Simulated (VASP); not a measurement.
Calculation: vdW-DF-cx, VASP's PBE PAW potentials (set 64) (plane waves; VASP).

The input files of a VASP run:

KPOINTS:
```
K-points
0
G
 7 7 4
0 0 0
```

POSCAR:
```
ZnS
1
    1.8819899536    -3.2597021777     0.0000000000
    1.8819899536     3.2597021777     0.0000000000
    0.0000000000     0.0000000000     6.1705131307
Zn S
2 2
Direct
  0.6666670000   0.3333330000   0.5002151376
  0.3333330000   0.6666670000   0.0002151376
  0.6666670000   0.3333330000   0.8747848624
  0.3333330000   0.6666670000   0.3747848624
```

### INCAR
```
NELM = 100   # most electronic steps
ENCUT = 520   # plane-wave cut-off (eV)
ALGO = Normal
EDIFFG = -0.01   # ionic stop
ISIF = 4   # ions and shape, fixed volume
LMAXMIX = 4   # l cut-off of mixed one-centre charges
AGGAC = 0.0
PREC = Accurate
LREAL = .FALSE.
NSW = 30
GGA = CX
SYSTEM = ZnS
EDIFF = 1E-7   # SCF stop (eV)
LASPH = .TRUE.
SIGMA = 0.05
IBRION = 2   # conjugate gradients
LUSE_VDW = .TRUE.
LCHARG = .FALSE.
LWAVE = .FALSE.
ISMEAR = 0   # Gaussian
```

POTCAR, in this order: Zn S (PBE.64 set). Program: vasp_std.

### Question
What will the output report for the number of irreducible k-points (NKPTS), largest plane-wave count, number of space-group operations, FFT grid (NGX, NGY, NGZ)?

### Answer

number of irreducible k-points (NKPTS): 24
largest plane-wave count: 2052
number of space-group operations: 12
FFT grid (NGX, NGY, NGZ): 28 × 28 × 48

The compound is ZnS in the wurtzite structure, the high-temperature form. This cell is one point of a volume scan, at 0.97 of the reference volume. Symmetry was kept, so distortions that lower it aren't found.
